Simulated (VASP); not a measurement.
# Which native defect does DyMg3 form most easily?, part 6 of 7

Aim: formation energies of the vacancies and antisites of DyMg3, in the two limits of its composition. The start is a cell from a database of measured crystal structures.

VASP 6.6.1, plane waves and PAW; the level of theory is named at each step.

Still holding for the runs below: The data set Dy_3 holds the 4f electrons frozen in the core, so no f bands or f moments appear.

So far, formation energy of the neutral defect (eV): step 7 (this defect's formation energies, 31 atoms, defect vacancy …) 1.26; step 9 (Dy7Mg24, element Dy, defect Dy vacancy) 0.679.

### 10. Relaxing the defect, 32 atoms, defect Mg on the Dy site

This step: PBEsol, 4f electrons in the core; plane waves and PAW (Mg, Dy_3) (VASP 6.6.1).

System of this step: Dy7Mg25. The cell holds 32 atoms: 25 Mg and 7 Dy. Its edges and angles: a = 10.249 Å, b = 10.249 Å, c = 10.249 Å, α = 60.0°, β = 60.0°, γ = 60.0°. It derives from DyMg3. Nearest the centre at fractional (0.000, 0.000, 0.000): Mg1 at 0.00 Å, Mg9 at 3.14 Å, Mg8 at 3.14 Å, Mg5 at 3.14 Å, Mg12 at 3.14 Å, Mg11 at 3.14 Å, Mg10 at 3.14 Å, Mg7 at 3.14 Å.

INCAR reads:

```
SYSTEM = Dy7Mg25
PREC = Normal
ENCUT = 300
EDIFF = 1E-05
NELM = 120
ISMEAR = 1
SIGMA = 0.2
LREAL = Auto
ALGO = Fast
GGA = PS
LORBIT = 11
LWAVE = .FALSE.
LCHARG = .TRUE.
KPAR = 4
NCORE = 2
IBRION = 2
NSW = 50
ISIF = 2
EDIFFG = -0.03
POTIM = 0.4
MAXMIX = 40
ISYM = 2
```

POSCAR reads:

```
Dy7Mg25
1.0
    0.0000000000      7.2468013818      7.2468013818
    7.2468013818      0.0000000000      7.2468013818
    7.2468013818      7.2468013818      0.0000000000
Mg Dy
25 7
Direct
    0.0000000000      0.0000000000      0.0000000000
    0.3750000000      0.3750000000      0.3750000000
    0.3750000000      0.3750000000      0.8750000000
    0.3750000000      0.8750000000      0.3750000000
    0.3750000000      0.8750000000      0.8750000000
    0.8750000000      0.3750000000      0.3750000000
    0.8750000000      0.3750000000      0.8750000000
    0.8750000000      0.8750000000      0.3750000000
    0.8750000000      0.8750000000      0.8750000000
    0.1250000000      0.1250000000      0.1250000000
    0.1250000000      0.1250000000      0.6250000000
    0.1250000000      0.6250000000      0.1250000000
    0.1250000000      0.6250000000      0.6250000000
    0.6250000000      0.1250000000      0.1250000000
    0.6250000000      0.1250000000      0.6250000000
    0.6250000000      0.6250000000      0.1250000000
    0.6250000000      0.6250000000      0.6250000000
    0.2500000000      0.2500000000      0.2500000000
    0.2500000000      0.2500000000      0.7500000000
    0.2500000000      0.7500000000      0.2500000000
    0.2500000000      0.7500000000      0.7500000000
    0.7500000000      0.2500000000      0.2500000000
    0.7500000000      0.2500000000      0.7500000000
    0.7500000000      0.7500000000      0.2500000000
    0.7500000000      0.7500000000      0.7500000000
    0.0000000000      0.0000000000      0.5000000000
    0.0000000000      0.5000000000      0.0000000000
    0.0000000000      0.5000000000      0.5000000000
    0.5000000000      0.0000000000      0.0000000000
    0.5000000000      0.0000000000      0.5000000000
    0.5000000000      0.5000000000      0.0000000000
    0.5000000000      0.5000000000      0.5000000000
```

KPOINTS reads:

```
Automatic mesh
0
Gamma
3 3 3
0 0 0
```

PAW data sets: Mg and Dy_3 (PBE family, release 64).

Started as:

```bash
mpirun -np 8 vasp_std
```

The program printed:

```text
[banner, memory and clock lines left out]
running    8 mpi-ranks, on    1 nodes
[...]
[... a notice as in an earlier step ...]

 LDA part: xc-table for (Slater+PW92), standard interpolation
 POSCAR, INCAR and KPOINTS ok, starting setup
[...]
entering main loop
       N       E                     dE             d eps       ncg     rms          rms(c)
DAV:   1     0.322844602366E+03    0.32284E+03   -0.32952E+04   680   0.812E+02
DAV:   2    -0.480953847781E+02   -0.37094E+03   -0.35144E+03   764   0.244E+02
DAV:   3    -0.788412681840E+02   -0.30746E+02   -0.29260E+02   784   0.499E+01
DAV:   4    -0.804291205555E+02   -0.15879E+01   -0.15566E+01   800   0.120E+01
[...]
RMM:  13    -0.795838695438E+02   -0.20394E-04   -0.27672E-04   728   0.317E-02    0.704E-03
RMM:  14    -0.795838792583E+02   -0.97145E-05   -0.10429E-04   592   0.171E-02    0.339E-03
RMM:  15    -0.795838821140E+02   -0.28557E-05   -0.32823E-05   467   0.107E-02
   1 F= -.79583882E+02 E0= -.79580399E+02  d E =-.795839E+02
[... from here on, the cycles between the ionic steps are left out ...]
   2 F= -.79607160E+02 E0= -.79603893E+02  d E =-.232781E-01
   3 F= -.79662785E+02 E0= -.79660257E+02  d E =-.789031E-01
   4 F= -.79708212E+02 E0= -.79707574E+02  d E =-.124330E+00
   5 F= -.79709787E+02 E0= -.79709148E+02  d E =-.157529E-02
 trial-energy change:   -0.001575  1 .order   -0.001575   -0.001864   -0.001286
 step:   9.0274(harm=  9.0274)  dis= 0.01571  next Energy=   -79.711217 (dE=-0.300E-02)
 reached required accuracy - stopping structural energy minimisation
```

Elapsed: 59 s, on 8 MPI ranks of AMD EPYC 7R43, shared host; peak memory 2 GiB; 7.7 min of CPU time.

OUTCAR, selected parts (step 10):

```text
  Total       -1.3520293     -1.3520293     -1.3520293      0.0000000     -0.0000000      0.0000000
  in kB       -2.8459522     -2.8459522     -2.8459522      0.0000000     -0.0000000      0.0000000
  external PRESSURE =      -2.8459522 kB  Pullay stress =       0.0000000 kB

 POSITION                                       TOTAL-FORCE (eV/Angst)
 -----------------------------------------------------------------------------------
      0.00000      0.00000      0.00000         0.000000      0.000000      0.000000
      5.44223      5.44223      5.44223        -0.011096     -0.011096     -0.011096
      9.05137      9.05137      5.44223         0.011096      0.011096     -0.011096
      9.05137      5.44223      9.05137         0.011096     -0.011096      0.011096
     12.74099      8.99942      8.99942        -0.002632      0.002632      0.002632
      5.44223      9.05137      9.05137        -0.011096      0.011096      0.011096
      8.99942     12.74099      8.99942         0.002632     -0.002632      0.002632
      8.99942      8.99942     12.74099         0.002632      0.002632     -0.002632
     12.74099     12.74099     12.74099        -0.002632     -0.002632     -0.002632
      1.75262      1.75262      1.75262         0.002632      0.002632      0.002632
      5.49418      5.49418      1.75262        -0.002632     -0.002632      0.002632
      5.49418      1.75262      5.49418        -0.002632      0.002632     -0.002632
      9.05137      5.44223      5.44223         0.011096     -0.011096     -0.011096
      1.75262      5.49418      5.49418         0.002632     -0.002632     -0.002632
[...]
-----------------------------------------------------------------------------------
    total drift:                                0.000000      0.000000      0.000000

  FREE ENERGIE OF THE ION-ELECTRON SYSTEM (eV)
  ---------------------------------------------------
  free  energy   TOTEN  =       -79.7097870930 eV

  energy  without entropy=      -79.7078697642  energy(sigma->0) =      -79.70914798

[... 2 parts as in an earlier step ...]

[... 2 further parts left out ...]
[key lines of the parts left out:]
E-fermi :   2.7688
```

Relaxation path:

```tsv
step	energy less that of the first step (eV)	largest force (eV/Å)
1	0.0000	0.2652
2	-0.0233	0.2404
3	-0.0789	0.1590
4	-0.1243	0.0425
5	-0.1259	0.0290
```

The atoms that moved most (Å):

```tsv
atom	dx	dy	dz	length
Mg11	0.059	0.059	-0.059	0.102
Mg14	-0.059	0.059	0.059	0.102
Mg12	0.059	-0.059	0.059	0.102
Mg7	-0.059	0.059	-0.059	0.102
Mg5	0.059	-0.059	-0.059	0.102
Mg8	-0.059	-0.059	0.059	0.102
Mg10	-0.059	-0.059	-0.059	0.102
Mg9	0.059	0.059	0.059	0.102
```

Final coordinates:

```xyz
32
Lattice="0.0000 7.2468 7.2468 7.2468 0.0000 7.2468 7.2468 7.2468 0.0000" Properties=species:S:1:pos:R:3 pbc="T T T"
Mg    0.0000    0.0000    0.0000
Mg    5.4422    5.4422    5.4422
Mg    9.0514    9.0514    5.4422
Mg    9.0514    5.4422    9.0514
Mg   12.7410    8.9994    8.9994
Mg    5.4422    9.0514    9.0514
Mg    8.9994   12.7410    8.9994
Mg    8.9994    8.9994   12.7410
Mg   12.7410   12.7410   12.7410
Mg    1.7526    1.7526    1.7526
Mg    5.4942    5.4942    1.7526
Mg    5.4942    1.7526    5.4942
Mg    9.0514    5.4422    5.4422
Mg    1.7526    5.4942    5.4942
Mg    5.4422    9.0514    5.4422
Mg    5.4422    5.4422    9.0514
Mg    9.0514    9.0514    9.0514
Mg    3.6234    3.6234    3.6234
Mg    7.2468    7.2468    3.6652
Mg    7.2468    3.6652    7.2468
Mg   10.8284    7.2468    7.2468
Mg    3.6652    7.2468    7.2468
Mg    7.2468   10.8284    7.2468
Mg    7.2468    7.2468   10.8284
Mg   10.8702   10.8702   10.8702
Dy    3.6234    3.6234    0.0000
Dy    3.6234    0.0000    3.6234
Dy    7.2468    3.6234    3.6234
Dy    0.0000    3.6234    3.6234
Dy    3.6234    7.2468    3.6234
Dy    3.6234    3.6234    7.2468
Dy    7.2468    7.2468    7.2468
```

The run ended after 5 ionic steps, 0.126 eV below its first step, once the forces on the free atoms met EDIFFG = -0.03.

The 8 first neighbours (Mg) lie 3.14 Å from the site in the perfect crystal and 3.04 Å on average from the atom on it after the relaxation (-3.3 %).

### 11. This defect's formation energies, 32 atoms, defect substitution, element Dy

This step: point defect, PBEsol; plane waves and PAW (VASP 6.6.1).

This step runs nothing: it gathers the runs above.

E_f is E(defect cell) less E(perfect cell), corrected for the atoms exchanged with their references.

References, in eV an atom: Dy -4.968 (crystal P6_3/mmc) and Mg -1.721 (crystal P6_3/mmc). They were run at the supercell's cutoff and functional, without U, and count both elements from their own phases.

The formation energy is 0.545 eV, and the largest move of an atom 0.10 Å.

### 12. The defect cell, 32 atoms, defect Dy on the Mg site

This step: PBEsol, 4f electrons in the core; plane waves and PAW (Dy_3, Mg) (VASP 6.6.1).

System of this step: Dy9Mg23. The cell holds 32 atoms: 9 Dy and 23 Mg. Cell: a = 10.249 Å, b = 10.249 Å, c = 10.249 Å, α = 60.0°, β = 60.0°, γ = 60.0°. It derives from DyMg3. Nearest the centre at fractional (0.375, 0.375, 0.375): Dy9 at 0.00 Å, Dy4 at 3.14 Å, Dy7 at 3.14 Å, Dy6 at 3.14 Å, Mg29 at 3.14 Å, Mg25 at 3.14 Å, Mg27 at 3.14 Å, Dy8 at 3.14 Å.

INCAR: that of step 10 with these lines changed.

```diff
@@ -1,2 +1,2 @@
-SYSTEM = Dy7Mg25
+SYSTEM = Dy9Mg23
 PREC = Normal
```

POSCAR: that of step 10 with these lines changed.

```diff
@@ -1,2 +1,2 @@
-Dy7Mg25
+Dy9Mg23
 1.0
@@ -5,6 +5,13 @@
     7.2468013818      7.2468013818      0.0000000000
-Mg Dy
-25 7
+Dy Mg
+9 23
 Direct
     0.0000000000      0.0000000000      0.0000000000
+    0.0000000000      0.0000000000      0.5000000000
+    0.0000000000      0.5000000000      0.0000000000
+    0.0000000000      0.5000000000      0.5000000000
+    0.5000000000      0.0000000000      0.0000000000
+    0.5000000000      0.0000000000      0.5000000000
+    0.5000000000      0.5000000000      0.0000000000
+    0.5000000000      0.5000000000      0.5000000000
     0.3750000000      0.3750000000      0.3750000000
@@ -33,8 +40 @@
     0.7500000000      0.7500000000      0.7500000000
-    0.0000000000      0.0000000000      0.5000000000
-    0.0000000000      0.5000000000      0.0000000000
-    0.0000000000      0.5000000000      0.5000000000
-    0.5000000000      0.0000000000      0.0000000000
-    0.5000000000      0.0000000000      0.5000000000
-    0.5000000000      0.5000000000      0.0000000000
-    0.5000000000      0.5000000000      0.5000000000
```

KPOINTS is that of step 10.

The projector-augmented-wave data sets are Dy_3 and Mg (PBE family, release 64).

Started as:

```bash
mpirun -np 8 vasp_std
```

The program printed:

```text
[... set-up lines as in an earlier step ...]
 entering main loop
       N       E                     dE             d eps       ncg     rms          rms(c)
DAV:   1     0.416445083034E+03    0.41645E+03   -0.38236E+04   768   0.851E+02
DAV:   2    -0.488926874821E+02   -0.46534E+03   -0.44493E+03   832   0.278E+02
DAV:   3    -0.851101239388E+02   -0.36217E+02   -0.34370E+02   856   0.566E+01
DAV:   4    -0.870118399576E+02   -0.19017E+01   -0.18660E+01   840   0.126E+01
[...]
RMM:  14    -0.858239312635E+02   -0.20670E-04   -0.40608E-04   831   0.347E-02    0.273E-02
RMM:  15    -0.858239453961E+02   -0.14133E-04   -0.18376E-04   681   0.221E-02    0.956E-03
RMM:  16    -0.858239495844E+02   -0.41883E-05   -0.54717E-05   510   0.138E-02
   1 F= -.85823950E+02 E0= -.85820811E+02  d E =-.858239E+02
[... from here on, the cycles between the ionic steps are left out ...]
   2 F= -.85838385E+02 E0= -.85835316E+02  d E =-.144359E-01
   3 F= -.85869801E+02 E0= -.85866969E+02  d E =-.458510E-01
   4 F= -.85880119E+02 E0= -.85877986E+02  d E =-.561690E-01
   5 F= -.85884322E+02 E0= -.85881905E+02  d E =-.603723E-01
   6 F= -.85888011E+02 E0= -.85885609E+02  d E =-.368900E-02
   7 F= -.85891120E+02 E0= -.85888704E+02  d E =-.679779E-02
   8 F= -.85891142E+02 E0= -.85888717E+02  d E =-.682019E-02
   9 F= -.85891133E+02 E0= -.85888712E+02  d E =-.681084E-02
  10 F= -.85892061E+02 E0= -.85889627E+02  d E =-.928137E-03
 trial-energy change:   -0.000928  1 .order   -0.000925   -0.001202   -0.000649
 step:   7.2834(harm=  7.2834)  dis= 0.00906  next Energy=   -85.892440 (dE=-0.131E-02)
 reached required accuracy - stopping structural energy minimisation
```

Elapsed: 2.1 min, on 8 MPI ranks; peak memory 2.1 GiB.

Parts of OUTCAR (step 12):

```text
  Total        2.9704483      2.9704483      2.9704483      0.0000000     -0.0000000     -0.0000000
  in kB        6.2526411      6.2526411      6.2526411      0.0000000     -0.0000000     -0.0000000
  external PRESSURE =       6.2526411 kB  Pullay stress =       0.0000000 kB

 POSITION                                       TOTAL-FORCE (eV/Angst)
 -----------------------------------------------------------------------------------
     14.48688     14.48688     14.48688        -0.000550     -0.000550     -0.000550
     10.87693     10.87693     14.48688         0.000550      0.000550     -0.000550
     10.87693     14.48688     10.87693         0.000550     -0.000550      0.000550
      7.28353     10.83347     10.83347        -0.002910      0.002910      0.002910
     14.48688     10.87693     10.87693        -0.000550      0.000550      0.000550
     10.83347      7.28353     10.83347         0.002910     -0.002910      0.002910
     10.83347     10.83347      7.28353         0.002910      0.002910     -0.002910
      7.28353      7.28353      7.28353        -0.002910     -0.002910     -0.002910
      5.43510      5.43510      5.43510         0.000000      0.000000      0.000000
      9.05850      9.05850      5.42923         0.000000      0.000000     -0.020335
      9.05850      5.42923      9.05850         0.000000     -0.020335      0.000000
     12.68777      9.05850      9.05850         0.020335      0.000000      0.000000
      5.42923      9.05850      9.05850        -0.020335      0.000000      0.000000
      9.05850     12.68777      9.05850         0.000000      0.020335      0.000000
[...]
-----------------------------------------------------------------------------------
    total drift:                                0.000012      0.000012      0.000012

  FREE ENERGIE OF THE ION-ELECTRON SYSTEM (eV)
  ---------------------------------------------------
  free  energy   TOTEN  =       -85.8920608379 eV

  energy  without entropy=      -85.8847603543  energy(sigma->0) =      -85.88962734

[... 2 parts as in an earlier step ...]

[... 2 further parts left out ...]
[key lines of the parts left out:]
E-fermi :   2.9386
```

Step by step:

```tsv
step	energy less that of the first step (eV)	largest force (eV/Å)
1	0.0000	0.2461
2	-0.0144	0.2111
3	-0.0459	0.0973
4	-0.0562	0.1210
5	-0.0604	0.0724
6	-0.0641	0.0439
7	-0.0672	0.0312
8	-0.0672	0.0333
9	-0.0672	0.0327
10	-0.0681	0.0203
```

The atoms that moved most (Å):

```tsv
atom	dx	dy	dz	length
Mg29	-0.039	0.039	0.039	0.068
Mg26	0.039	0.039	-0.039	0.068
Mg27	0.039	-0.039	0.039	0.068
Mg25	-0.039	-0.039	-0.039	0.068
Dy4	0.037	-0.037	-0.037	0.064
Dy8	0.037	0.037	0.037	0.064
Dy7	-0.037	-0.037	0.037	0.064
Dy6	-0.037	0.037	-0.037	0.064
```

The relaxed structure:

```cif
data_structure
_symmetry_space_group_name_H-M 'P 1'
_symmetry_Int_Tables_number 1
_cell_length_a 10.2485
_cell_length_b 10.2485
_cell_length_c 10.2485
_cell_angle_alpha 60.000
_cell_angle_beta 60.000
_cell_angle_gamma 60.000
_cell_volume 761.15
loop_
_atom_site_label
_atom_site_type_symbol
_atom_site_fract_x
_atom_site_fract_y
_atom_site_fract_z
_atom_site_occupancy
Dy1 Dy 0.99954 0.99954 0.99954 1
Dy2 Dy 0.99954 0.99954 0.50139 1
Dy3 Dy 0.99954 0.50139 0.99954 1
Dy4 Dy 0.99240 0.50253 0.50253 1
Dy5 Dy 0.50139 0.99954 0.99954 1
Dy6 Dy 0.50253 0.99240 0.50253 1
Dy7 Dy 0.50253 0.50253 0.99240 1
Dy8 Dy 0.50253 0.50253 0.50253 1
Dy9 Dy 0.37500 0.37500 0.37500 1
Mg10 Mg 0.37459 0.37459 0.87541 1
Mg11 Mg 0.37459 0.87541 0.37459 1
Mg12 Mg 0.37459 0.87541 0.87541 1
Mg13 Mg 0.87541 0.37459 0.37459 1
Mg14 Mg 0.87541 0.37459 0.87541 1
Mg15 Mg 0.87541 0.87541 0.37459 1
Mg16 Mg 0.87500 0.87500 0.87500 1
Mg17 Mg 0.12500 0.12500 0.12500 1
Mg18 Mg 0.12830 0.12830 0.62170 1
Mg19 Mg 0.12830 0.62170 0.12830 1
Mg20 Mg 0.12830 0.62170 0.62170 1
Mg21 Mg 0.62170 0.12830 0.12830 1
Mg22 Mg 0.62170 0.12830 0.62170 1
Mg23 Mg 0.62170 0.62170 0.12830 1
Mg24 Mg 0.62500 0.62500 0.62500 1
Mg25 Mg 0.24728 0.24728 0.24728 1
Mg26 Mg 0.24728 0.24728 0.75816 1
Mg27 Mg 0.24728 0.75816 0.24728 1
Mg28 Mg 0.24782 0.75073 0.75073 1
Mg29 Mg 0.75816 0.24728 0.24728 1
Mg30 Mg 0.75073 0.24782 0.75073 1
Mg31 Mg 0.75073 0.75073 0.24782 1
Mg32 Mg 0.75073 0.75073 0.75073 1
```

The run ended after 10 ionic steps, 0.068 eV below its first step, once the forces on the free atoms met EDIFFG = -0.03.

The 8 first neighbours (Dy and Mg) lie 3.14 Å from the site in the perfect crystal and 3.20 Å on average from the atom on it after the relaxation (+2.1 %).

### 13. Energies of this defect, 32 atoms, defect substitution, element Mg

This step: point defect, PBEsol; plane waves and PAW (VASP 6.6.1).

No new run; the numbers come from the runs before.

Formation energy:

```tsv
formation energy (eV)	largest move (Å)
0.8591	0.06829
```

E_f is E(defect cell) less E(perfect cell), corrected for the atoms exchanged with their references.

References, in eV an atom: Dy -4.968 (crystal P6_3/mmc) and Mg -1.721 (crystal P6_3/mmc). They were run at the supercell's cutoff and functional, without U, and count both elements from their own phases.

The formation energy is 0.859 eV, and the largest move of an atom 0.07 Å.

[end of part 6 of 7]

[Lines on the potential files, build, host, timing and source positions are cut from VASP's logs without a mark.]

[Logs are printed without paths, hosts, clocks, repeated set-up lines and the standing remarks that a program may print on its own settings, such as how far it seeks lower states.]

[Hosts, paths, dates, database ids (printed as entryN), source tags and the programs' standing remarks are cut or masked in the printed files.]

[In band tables of VASP the shares of atoms and orbitals are scaled to a sum of 1 inside the atoms' spheres.]

[Runs that stopped without an error message from VASP are left out.]
